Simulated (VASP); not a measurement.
A convergence study with VASP on AgI (zinc blende): a few settings are varied, all else stays as given below, so the limit is that of these other settings.

```
AgI
1.0
    0.00000     3.25000     3.25000
    3.25000     0.00000     3.25000
    3.25000     3.25000     0.00000
Ag I
1 1
Direct
  0.00000   0.00000   0.00000
  0.25000   0.25000   0.25000
```

Method: PBE GGA, VASP's PBE PAW potentials (set 64) (plane waves; VASP). The last row used: 550 eV cut-off, 14×14×14 Γ-centred mesh, second-order Methfessel-Paxton smearing of 0.40 eV, potentials Ag I.

Gaps are read on the run's mesh, which can miss a band edge.

```json
[
 {"setting": "ISMEAR = -1, SIGMA = 0.01, 4×4×4 mesh", "E (eV/atom)": "-2.3762", "pressure (GPa)": "1.85", "gap on the mesh (eV)": "1.338", "irreducible k-points": "8"},
 {"setting": "ISMEAR = -1, SIGMA = 0.2, 4×4×4 mesh", "E (eV/atom)": "-2.3754", "pressure (GPa)": "1.85", "gap on the mesh (eV)": "1.339", "irreducible k-points": "8"},
 {"setting": "ISMEAR = 0, SIGMA = 0.01, 4×4×4 mesh", "E (eV/atom)": "-2.3762", "pressure (GPa)": "1.85", "gap on the mesh (eV)": "1.338", "irreducible k-points": "8"},
 {"setting": "ISMEAR = 0, SIGMA = 0.2, 4×4×4 mesh", "E (eV/atom)": "-2.3762", "pressure (GPa)": "1.85", "gap on the mesh (eV)": "1.338", "irreducible k-points": "8"},
 {"setting": "ISMEAR = 1, SIGMA = 0.01, 4×4×4 mesh", "E (eV/atom)": "-2.3762", "pressure (GPa)": "1.85", "gap on the mesh (eV)": "1.338", "irreducible k-points": "8"},
 {"setting": "ISMEAR = 1, SIGMA = 0.2, 4×4×4 mesh", "E (eV/atom)": "-2.3760", "pressure (GPa)": "1.84", "gap on the mesh (eV)": "1.338", "irreducible k-points": "8"},
 {"setting": "ISMEAR = 2, SIGMA = 0.01, 4×4×4 mesh", "E (eV/atom)": "-2.3762", "pressure (GPa)": "1.85", "gap on the mesh (eV)": "1.338", "irreducible k-points": "8"},
 {"setting": "ISMEAR = 2, SIGMA = 0.2, 4×4×4 mesh", "E (eV/atom)": "-2.3760", "pressure (GPa)": "1.85", "gap on the mesh (eV)": "1.338", "irreducible k-points": "8"},
 {"setting": "ISMEAR = -1, SIGMA = 0.05, 8×8×8 mesh", "E (eV/atom)": "-2.3856", "pressure (GPa)": "1.70", "gap on the mesh (eV)": "1.342", "irreducible k-points": "29"},
 {"setting": "ISMEAR = -1, SIGMA = 0.2, 8×8×8 mesh", "E (eV/atom)": "-2.3852", "pressure (GPa)": "1.70", "gap on the mesh (eV)": "1.343", "irreducible k-points": "29"},
 {"setting": "ISMEAR = 0, SIGMA = 0.05, 8×8×8 mesh", "E (eV/atom)": "-2.3856", "pressure (GPa)": "1.70", "gap on the mesh (eV)": "1.342", "irreducible k-points": "29"},
 {"setting": "ISMEAR = 0, SIGMA = 0.2, 8×8×8 mesh", "E (eV/atom)": "-2.3856", "pressure (GPa)": "1.70", "gap on the mesh (eV)": "1.342", "irreducible k-points": "29"},
 {"setting": "ISMEAR = 1, SIGMA = 0.05, 8×8×8 mesh", "E (eV/atom)": "-2.3856", "pressure (GPa)": "1.70", "gap on the mesh (eV)": "1.342", "irreducible k-points": "29"},
 {"setting": "ISMEAR = 1, SIGMA = 0.2, 8×8×8 mesh", "E (eV/atom)": "-2.3855", "pressure (GPa)": "1.70", "gap on the mesh (eV)": "1.342", "irreducible k-points": "29"},
 {"setting": "ISMEAR = 2, SIGMA = 0.05, 8×8×8 mesh", "E (eV/atom)": "-2.3856", "pressure (GPa)": "1.70", "gap on the mesh (eV)": "1.342", "irreducible k-points": "29"},
 {"setting": "ISMEAR = 2, SIGMA = 0.2, 8×8×8 mesh", "E (eV/atom)": "-2.3856", "pressure (GPa)": "1.70", "gap on the mesh (eV)": "1.342", "irreducible k-points": "29"},
 {"setting": "ISMEAR = -1, SIGMA = 0.05, 14×14×14 mesh", "E (eV/atom)": "-2.3857", "pressure (GPa)": "1.70", "gap on the mesh (eV)": "1.342", "irreducible k-points": "104"},
 {"setting": "ISMEAR = -1, SIGMA = 0.4, 14×14×14 mesh", "E (eV/atom)": "?", "pressure (GPa)": "?", "gap on the mesh (eV)": "?", "irreducible k-points": "104"},
 {"setting": "ISMEAR = 0, SIGMA = 0.05, 14×14×14 mesh", "E (eV/atom)": "-2.3857", "pressure (GPa)": "1.70", "gap on the mesh (eV)": "1.342", "irreducible k-points": "104"},
 {"setting": "ISMEAR = 0, SIGMA = 0.4, 14×14×14 mesh", "E (eV/atom)": "-2.3857", "pressure (GPa)": "1.70", "gap on the mesh (eV)": "1.342", "irreducible k-points": "104"},
 {"setting": "ISMEAR = 1, SIGMA = 0.05, 14×14×14 mesh", "E (eV/atom)": "-2.3857", "pressure (GPa)": "1.70", "gap on the mesh (eV)": "1.342", "irreducible k-points": "104"},
 {"setting": "ISMEAR = 1, SIGMA = 0.4, 14×14×14 mesh", "E (eV/atom)": "-2.3857", "pressure (GPa)": "1.66", "gap on the mesh (eV)": "1.343", "irreducible k-points": "104"},
 {"setting": "ISMEAR = 2, SIGMA = 0.05, 14×14×14 mesh", "E (eV/atom)": "-2.3857", "pressure (GPa)": "1.70", "gap on the mesh (eV)": "1.342", "irreducible k-points": "104"},
 {"setting": "ISMEAR = 2, SIGMA = 0.4, 14×14×14 mesh", "E (eV/atom)": "-2.3855", "pressure (GPa)": "1.69", "gap on the mesh (eV)": "1.343", "irreducible k-points": "104"}
]
```

Some entries are withheld; supply them.

- ISMEAR = -1, SIGMA = 0.4, 14×14×14 mesh, E (eV/atom): -2.3742
- ISMEAR = -1, SIGMA = 0.4, 14×14×14 mesh, pressure (GPa): 1.78
- ISMEAR = -1, SIGMA = 0.4, 14×14×14 mesh, gap on the mesh (eV): 1.347

Left out are rungs that failed or repeat a setting and relaxations that didn't move; long series are thinned to 24 rows.

The compound is AgI in the zinc blende structure, whereas wurtzite is the usual form. The cell was not relaxed at this level.
